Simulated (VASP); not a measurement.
# NiAuF5 (P-1) in VASP: density of states with PBE

Aim: the density of states of NiAuF5 with PBE.

Everything below comes from runs of VASP 6.6.1. Logs are shortened: lines on timing, memory, paths and dates and some standing lists are left out, and cuts for length are marked.

### 1 Starting point

The typed cell holds 7 atoms: a = 5.487 Å, b = 4.935 Å, c = 3.674 Å, α = 107.60°, β = 98.77°, γ = 89.63°.

The cell was built by a generator and needn't be a form met in nature.

### 2 Density of states, PBE

Input file POSCAR:

```
NiAuF5
1.0
    5.4865560000      0.0000000000      0.0000000000
    0.0318630000      4.9344320000      0.0000000000
   -0.5601520000     -1.1072810000      3.4579770000
Au F Ni
1 5 1
Direct
    0.0000000000      0.0000000000      0.0000000000
    0.1389000000      0.2717000000      0.8031000000
    0.8611000000      0.7283000000      0.1969000000
    0.5000000000      0.5000000000      0.5000000000
    0.6860000000      0.1416000000      0.8871000000
    0.3140000000      0.8584000000      0.1129000000
    0.5000000000      0.5000000000      0.0000000000
```

Input file INCAR.step1:

```
SYSTEM = NiAuF5
ALGO = Fast
EDIFF = 1E-6
ENCUT = 520
GGA = PE
ISIF = 2
ISMEAR = -1
LASPH = .TRUE.
LCHARG = .TRUE.
LMAXMIX = 4
LREAL = .FALSE.
LWAVE = .FALSE.
NBANDS = 37
NELECT = 58.0
NELM = 60
PREC = Accurate
SIGMA = 0.1
```

Input file KPOINTS.step1:

```
k-points
0
G
  4 4 5
  0 0 0
```

Input file INCAR.step2:

```
SYSTEM = NiAuF5
ALGO = Fast
EDIFF = 1E-6
ENCUT = 520
GGA = PE
ICHARG = 11
ISIF = 2
ISMEAR = -5
LASPH = .TRUE.
LCHARG = .FALSE.
LMAXMIX = 4
LORBIT = 11
LREAL = .FALSE.
LWAVE = .FALSE.
NEDOS = 2001
NELECT = 58.0
NELM = 60
PREC = Accurate
SIGMA = 0.1
```

Input file KPOINTS.step2:

```
k-points
0
G
  6 6 8
  0 0 0
```

Potentials or basis: VASP PAW PBE potentials, release 64 (Au, F, Ni).

Started as:

```bash
cat potpaw_PBE.64/Au/POTCAR potpaw_PBE.64/F/POTCAR potpaw_PBE.64/Ni/POTCAR > POTCAR
cp INCAR.step1 INCAR
cp KPOINTS.step1 KPOINTS
mpirun -np 1 vasp_std > vasp.out
cp INCAR.step2 INCAR
cp KPOINTS.step2 KPOINTS
mpirun -np 1 vasp_std > vasp.out
```

OUTCAR:

```text
SYSTEM = NiAuF5
   EDIFF = 1E-6
   ENCUT = 520
   GGA = PE
   ICHARG = 11
   ISIF = 2
   ISMEAR = -5
   LASPH = .TRUE.
   LORBIT = 11
   LREAL = .FALSE.
   NELECT = 58.0
   NELM = 60
   PREC = Accurate

 ion  position               nearest neighbor table
   1  0.000  0.000  0.000-   5 1.89   6 1.89   2 1.92   3 1.92
   2  0.139  0.272  0.803-   1 1.92   7 2.19
   3  0.861  0.728  0.197-   1 1.92   7 2.19
   4  0.500  0.500  0.500-   7 1.84   7 1.84
   5  0.686  0.142  0.887-   1 1.89   7 2.00
   6  0.314  0.858  0.113-   1 1.89   7 2.00
   7  0.500  0.500  0.000-   4 1.84   4 1.84   6 2.00   5 2.00   2 2.19   3 2.19

  LATTYP: Found a triclinic cell.
 ALAT       =     3.6738870980
 B/A-ratio  =     3.2550614081
 C/A-ratio  =     1.4113000347
 COS(alpha) =     0.0010014381
 COS(beta)  =     0.4207999351
 COS(gamma) =     0.8091461334

  Lattice vectors:

 A1 = (   0.5601520000,   1.1072810000,  -3.4579770000)
 A2 = (   6.6387230000,   7.1489940000,  -6.9159540000)
 A3 = (   0.5282890000,  -3.8271510000,  -3.4579770000)

Analysis of symmetry for initial positions (statically):
=====================================================================
 Subroutine PRICEL returns:
 Original cell was already a primitive cell.

 Routine SETGRP: Setting up the symmetry group for a
 triclinic supercell.

 Subroutine GETGRP returns: Found  2 space group operations
 (whereof  2 operations were pure point group operations)
 out of a pool of  2 trial point group operations.

The static configuration has the point symmetry S_2 .

Analysis of symmetry for dynamics (positions and initial velocities):
=====================================================================
 Subroutine PRICEL returns:
 Original cell was already a primitive cell.

 Routine SETGRP: Setting up the symmetry group for a
 triclinic supercell.

 Subroutine GETGRP returns: Found  2 space group operations
 (whereof  2 operations were pure point group operations)
 out of a pool of  2 trial point group operations.

The dynamic configuration has the point symmetry S_2 .

 Subroutine INISYM returns: Found  2 space group operations
 (whereof  2 operations are pure point group operations),
 and found     1 'primitive' translations

----------------------------------------------------------------------------------------

                                     Primitive cell

  volume of cell :      93.6179

  direct lattice vectors                    reciprocal lattice vectors
     5.486556000  0.000000000  0.000000000     0.182263701 -0.001176927  0.029147732
     0.031863000  4.934432000  0.000000000     0.000000000  0.202657570  0.064893109
    -0.560152000 -1.107281000  3.457977000     0.000000000  0.000000000  0.289186423

  length of vectors
     5.486556000  4.934534873  3.673887098     0.184583401  0.212793812  0.289186423

  position of ions in fractional coordinates (direct lattice)
     0.000000000  0.000000000  0.000000000
     0.138900000  0.271700000  0.803100000
     0.861100000  0.728300000  0.196900000
     0.500000000  0.500000000  0.500000000
     0.686000000  0.141600000  0.887100000
     0.314000000  0.858400000  0.112900000
     0.500000000  0.500000000  0.000000000

  ion indices of the primitive-cell ions
   primitive index   ion index
                 1           1
                 2           2
                 3           3
                 4           4
                 5           5
                 6           6
                 7           7

----------------------------------------------------------------------------------------

 KPOINTS: k-points

Automatic generation of k-mesh.
 Grid dimensions read from file:
 generate k-points for:    6    6    8

 Generating k-lattice:

  Cartesian coordinates                     Fractional coordinates (reciprocal lattice)
     0.030377283 -0.000196155  0.004857955     0.166666667  0.000000000 -0.000000000
     0.000000000  0.033776262  0.010815518     0.000000000  0.166666667 -0.000000000
     0.000000000  0.000000000  0.036148303     0.000000000  0.000000000  0.125000000

  Length of vectors
     0.030763900  0.035465635  0.036148303

  Shift w.r.t. Gamma in fractional coordinates (k-lattice)
     0.000000000  0.000000000  0.000000000

 TETIRR: Found    864 inequivalent tetrahedra from     1728

 Subroutine IBZKPT returns following result:
 ===========================================

 Found    148 irreducible k-points:

 Following reciprocal coordinates:
            Coordinates               Weight
  0.000000  0.000000  0.000000      1.000000
  0.166667  0.000000 -0.000000      2.000000
  0.333333 -0.000000  0.000000      2.000000
  0.500000 -0.000000 -0.000000      1.000000
  0.000000  0.166667  0.000000      2.000000
  0.166667  0.166667 -0.000000      2.000000
[... 16 lines left out ...]
  0.333333 -0.000000  0.125000      2.000000
  0.500000 -0.000000  0.125000      2.000000
 [... further k-points ...]
   k-points           NKPTS =    148   k-points in BZ     NKDIM =    148   number of bands    NBANDS=     34
   number of dos      NEDOS =   2001   number of ions     NIONS =      7
   total plane-waves  NPLWV =  47040
   dimension x,y,z NGX =    42 NGY =   40 NGZ =   28
   dimension x,y,z NGXF=    84 NGYF=   80 NGZF=   56
   ions per type =               1   5   1
   NGX,Y,Z   is equivalent  to a cutoff of  12.73, 13.48, 12.67 a.u.
   NGXF,Y,Z  is equivalent  to a cutoff of  25.45, 26.95, 25.34 a.u.
 SYSTEM =  NiAuF5
   PREC   = accura    normal or accurate (medium, high low for compatibility)
   ISTART =      0    job   : 0-new  1-cont  2-samecut
   ICHARG =     11    charge: 1-file 2-atom 10-const
   ISPIN  =      1    spin polarized calculation?
   LNONCOLLINEAR =      F non collinear calculations
   LSORBIT =      F    spin-orbit coupling
   LASPH  =      T    aspherical Exc in radial PAW
   ENCUT  =  520.0 eV  38.22 Ry    6.18 a.u.  10.20  9.17  6.83*2*pi/ulx,y,z
   NELM   =     60;   NELMIN=  2; NELMDL=  0     # of ELM steps
   EDIFF  = 0.1E-05   stopping-criterion for ELM
   LREAL  =      F    real-space projection
   EDIFFG = 0.1E-04   stopping-criterion for IOM
   NSW    =      0    number of steps for IOM
   IBRION =     -1    ionic relax: 0-MD 1-quasi-New 2-CG
   NFREE  =      0    steps in history (QN), initial steepest desc. (CG)
   ISIF   =      2    stress and relaxation
   ISYM   =      2    0-nonsym 1-usesym 2-fastsym
   POTIM  = 0.5000    time-step for ionic-motion
   TEBEG  =    0.0;   TEEND  =   0.0 temperature during run
   PSTRESS=    0.0 pullay stress
   NELECT =      58.0000    total number of electrons
   NUPDOWN=      -1.0000    fix difference up-down
   EMIN   =  10.00;   EMAX   =-10.00  energy-range for DOS
   EFERMI =   0.00;   METHOD = LEGACY
   ISMEAR =    -5;   SIGMA  =   0.10  broadening in eV -4-tet -1-fermi 0-gaus
   EFERMI_NEDOS =   21; number of points for ismear=-14 and -15
   IALGO  =     68    algorithm
   IMIX   =      4    mixing-type and parameters
     AMIX     =   0.40;   BMIX     =  1.00
     AMIX_MAG =   1.60;   BMIX_MAG =  1.00
  volume/ion in A,a.u.               =      13.37        90.25
  Fermi-wavevector in a.u.,A,eV,Ry     =   1.395611  2.637323 26.500486  1.947731
  Thomas-Fermi vector in A             =   2.519046
   LORBIT       =     11    0 simple, 1 ext, 2 COOP (PROOUT), +10 PAW based schemes
   GGA     = PE    functional components
   LHFCALC =     F    Hartree Fock is set to
   AEXX    =    0.0000 exact exchange contribution
   IVDW    =     0    specifies the selected vdW correction
   LEPSILON=     F    determine dielectric tensor
   LRPA    =     F    only Hartree local field effects (RPA)
 non-spin polarized calculation
 RMM-DIIS sequential band-by-band and
 Fermi weights with tetrahedron method with Bloechl corrections
  energy-cutoff  :      520.00
  volume of cell :       93.62
 maximum number of plane-waves:      2536
 NGX is ok and might be reduce to    42

 number of electron      57.9999986 magnetization

 Free energy of the ion-electron system (eV)
  ---------------------------------------------------
  ext. energy  EPLUGINS =         0.00000000
  ---------------------------------------------------
  free energy    TOTEN  =       -19.63503886 eV

  energy without entropy =      -19.63503886  energy(sigma->0) =      -19.63503886

 E-fermi :   4.6807     XC(G=0):  -9.9891

 val. band max:        4.7166158296   @ k =   0.3333  -0.0000   0.3750
 cond. band min:       4.6538158994   @ k =   0.1667   0.5000   0.1250
 fundamental gap:     -0.0627999302
 Fermi energy:         4.6807460373

 k-point     1 :       0.0000    0.0000    0.0000
  band No.  band energies     occupation
      1     -21.9615      2.00000
      2     -21.2850      2.00000
      3     -21.2725      2.00000
      4     -21.1613      2.00000
      5     -20.9398      2.00000
      6      -5.9452      2.00000
[... 26 lines left out ...]
     33      10.4155      0.00000
     34      10.8969      0.00000

 k-point     2 :       0.1667    0.0000   -0.0000
  band No.  band energies     occupation
      1     -21.9253      2.00000
      2     -21.3462      2.00000
      3     -21.2847      2.00000
      4     -21.1381      2.00000
      5     -20.9294      2.00000
      6      -5.9027      2.00000
[... 26 lines left out ...]
     33       9.7130      0.00000
     34      11.6904      0.00000
[... 775 lines left out ...]
     33       9.7343      0.00000
     34      12.5015      0.00000

 k-point    24 :       0.5000   -0.0000    0.1250
  band No.  band energies     occupation
      1     -21.7136      2.00000
      2     -21.5785      2.00000
      3     -21.2827      2.00000
      4     -21.1119      2.00000
      5     -20.9103      2.00000
      6      -5.8093      2.00000
[... 26 lines left out ...]
     33       9.7352      0.00000
     34      12.4885      0.00000

 [... further k-points ...]

------------------------ aborting loop because EDIFF is reached ----------------------------------------

  FORCE on cell =-STRESS in cart. coord.  units (eV):
  Direction    XX          YY          ZZ          XY          YZ          ZX
  --------------------------------------------------------------------------------------
  -------------------------------------------------------------------------------------
  Total       40.9006043     36.8962212     26.4546914     -0.9860407     -8.5110501     -0.0386618
  in kB      699.9728928    631.4418860    452.7455578    -16.8750988   -145.6581017     -0.6616584
  external PRESSURE =     594.7201122 kB  Pullay stress =       0.0000000 kB

 VOLUME and BASIS-vectors are now :
 -----------------------------------------------------------------------------
  energy-cutoff  :      520.00
  volume of cell :       93.62
      direct lattice vectors                 reciprocal lattice vectors
     5.486556000  0.000000000  0.000000000     0.182263701 -0.001176927  0.029147732
     0.031863000  4.934432000  0.000000000     0.000000000  0.202657570  0.064893109
    -0.560152000 -1.107281000  3.457977000     0.000000000  0.000000000  0.289186423

 POSITION                                       TOTAL-FORCE (eV/Angst)
 -----------------------------------------------------------------------------------
      0.00000      0.00000      0.00000        -0.000000      0.000000      0.000000
      0.32088      0.45143      2.77710         1.967968      3.817719     -1.661306
      4.63739      3.37572      0.68088        -1.967968     -3.817719      1.661306
      2.47913      1.91358      1.72899        -0.000000      0.000000      0.000000
      3.27138     -0.28355      3.06757        -4.663854      2.183931     -1.211962
      1.68689      4.11070      0.39041         4.663854     -2.183931      1.211962
      2.75921      2.46722      0.00000         0.000000      0.000000      0.000000
 -----------------------------------------------------------------------------------
    total drift:                               -0.000000     -0.000000     -0.000000

  FREE ENERGIE OF THE ION-ELECTRON SYSTEM (eV)
  ---------------------------------------------------
  free  energy   TOTEN  =       -19.6350388601 eV

  energy  without entropy=      -19.6350388601  energy(sigma->0) =      -19.63503886

 total charge

# of ion       s       p       d       tot
------------------------------------------
    1        0.609   0.495   9.001  10.105
    2        1.753   4.388   0.000   6.141
    3        1.753   4.388   0.000   6.141
    4        1.735   4.427   0.000   6.162
    5        1.750   4.406   0.000   6.156
    6        1.750   4.406   0.000   6.156
    7        0.320   0.403   8.671   9.394
--------------------------------------------------
tot          9.670  22.912  17.672  50.254
```

Run time: 7.1 min. Hardware: 1 thread of Intel Xeon Platinum 8488C (Sapphire Rapids), shared host; peak memory 0.51 GiB.

What came out:

```yaml
Valence_electrons_inside_the_program's_atomic_spheres: Au 10.11; F 6.14, 6.16; Ni 9.39
```

States per cell in windows of 1 eV (zero at the Fermi level; states under -8 eV left out):
```tsv
from (eV)	total	Ni7_d	Au1_d	F2_p	F3_p	F4_p	F5_p
-8.0	6.64	0.16	0.41	1.03	1.03	0.80	0.78
-7.0	8.60	0.13	0.20	1.27	1.27	1.84	1.07
-6.0	0.16	0.00	0.10	0.00	0.00	0.00	0.00
-5.0	5.14	0.06	3.30	0.26	0.26	0.03	0.26
-4.0	2.89	0.05	1.72	0.25	0.25	0.02	0.17
-3.0	0.00	0.00	0.00	0.00	0.00	0.00	0.00
-2.0	4.47	3.82	0.20	0.03	0.03	0.06	0.04
-1.0	5.44	3.94	0.58	0.11	0.11	0.13	0.10
0.0	2.08	1.01	0.44	0.09	0.09	0.06	0.09
1.0	0.40	0.03	0.04	0.01	0.01	0.01	0.01
2.0	0.88	0.03	0.07	0.03	0.03	0.02	0.03
3.0	1.25	0.03	0.06	0.06	0.06	0.02	0.04
4.0	1.73	0.02	0.06	0.08	0.08	0.03	0.05
5.0	1.59	0.02	0.03	0.05	0.05	0.04	0.05
6.0	1.56	0.02	0.02	0.04	0.04	0.04	0.04
7.0	0.55	0.00	0.01	0.02	0.02	0.01	0.02
```

Caveat: the k mesh is coarse (spacing up to 0.36 Å⁻¹), so the values aren't converged; the cell carries a net charge on a neutralising background, which shifts energy and pressure; the cell is charged against a uniform background, so pressure and absolute levels hang on convention; the run has no spin polarisation, though such a crystal can be magnetic; semilocal functionals often make such compounds metallic where correlation or magnetic order opens a gap, which also shifts bond lengths; tetrahedron occupations give inexact forces and stress in metals. The run has no spin-orbit coupling, so splittings on Au are missing.
